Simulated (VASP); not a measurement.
BN (hex): computed properties

Method: r2SCAN meta-GGA, VASP's PBE PAW potentials (set 64) (plane waves; VASP).

- space group: P6_3/mmc (194)
- cell: a = 2.502 Å, b = 2.502 Å, c = 6.717 Å, α = 90.00°, β = 90.00°, γ = 120.00°
- volume per atom: 9.10 Å³/atom
- band gap (over mesh and band path): 4.87 eV
- smallest direct gap (over mesh and band path): 5.35 eV
- density: 2.26 g/cm³
- mean ε∞ (independent particles): 3.82

```xyz
4
Lattice="1.2511 -2.1669 0.0000 1.2511 2.1669 0.0000 0.0000 0.0000 6.7168" Properties=species:S:1:pos:R:3 pbc="T T T"
B      1.2511     0.7223     1.6792
B      1.2511    -0.7223     5.0376
N      1.2511    -0.7223     1.6792
N      1.2511     0.7223     5.0376
```

Measured: a 2.504 Å at 297 K (computed value off by -0.1 %), c 6.661 Å at 297 K (computed value off by +0.8 %), as given by Ioffe Institute, New Semiconductor Materials archive. The calculation is for a static lattice, while the measured a, c hold thermal and zero-point effects, which are part of the difference.

The compound is BN in the hex structure. It was relaxed first. Symmetry was kept, so distortions that lower it aren't found.
